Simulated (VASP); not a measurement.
An input for Quantum ESPRESSO's pw.x (written as the equivalent of a VASP run, and not itself run):

```
&CONTROL
  calculation = 'scf'
  pseudo_dir = './pseudo'
  outdir = './out'
  tprnfor = .true.
  tstress = .true.
/
&SYSTEM
  ibrav = 0
  nat = 2
  ntyp = 2
  ecutwfc = 102
  occupations = 'tetrahedra'
  input_dft = 'vdw-df2'
/
&ELECTRONS
  conv_thr = 7.3e-09
  electron_maxstep = 100
/
ATOMIC_SPECIES
  Cd 112.414 Cd.upf
  Se 78.971 Se.upf
CELL_PARAMETERS angstrom
     0.0000000    3.1874119    3.1874119
     3.1874119    0.0000000    3.1874119
     3.1874119    3.1874119    0.0000000
ATOMIC_POSITIONS crystal
  Cd   0.0000000  0.0000000  0.0000000
  Se   0.2500000  0.2500000  0.2500000
K_POINTS automatic
  11 11 11 0 0 0
```

Task: Write the VASP files for the same calculation (vdW-DF2).

Result: This is not unique; one that fits is 
**POSCAR**
```
CdSe
1
    0.0000000000     3.1874119464     3.1874119464
    3.1874119464     0.0000000000     3.1874119464
    3.1874119464     3.1874119464     0.0000000000
Cd Se
1 1
Direct
  0.0000000000   0.0000000000   0.0000000000
  0.2500000000   0.2500000000   0.2500000000
```

### INCAR
```
! general
SYSTEM    =  CdSe
PREC      =  Accurate
ENCUT     =  520   ! plane-wave cut-off (eV)
LREAL     =  .FALSE.
LASPH     =  .TRUE.   ! aspherical one-centre terms

! electronic loop
EDIFF     =  1E-7   ! SCF stop (eV)
NELM      =  100   ! most electronic steps
ALGO      =  Normal
LMAXMIX   =  4   ! l cut-off of mixed one-centre charges

! smearing
ISMEAR    =  -5   ! tetrahedra, Bloechl

! functional
GGA       =  ML
LUSE_VDW  =  .TRUE.
AGGAC     =  0.0
ZAB_VDW   =  -1.8867

! ions
ISIF      =  2   ! forces and stress, cell fixed

! output
LWAVE     =  .FALSE.
LCHARG    =  .TRUE.
LORBIT    =  11
NEDOS     =  601
```

**KPOINTS**
```
Automatic mesh
0
Gamma
11 11 11
0 0 0
```

POTCAR, in this order: Cd Se (PBE.64 set). Program: vasp_std.

What does not carry over: the potentials are each code's own (VASP's PAW set, PseudoDojo norm-conserving files in pw.x), so ENCUT and ecutwfc are chosen apart and not converted; conv_thr bounds pw.x's estimated SCF error, while EDIFF bounds the energy change between steps.

The compound is CdSe in the zinc blende structure, whereas wurtzite is the usual form. It was relaxed first, which changed the volume by +17 %.
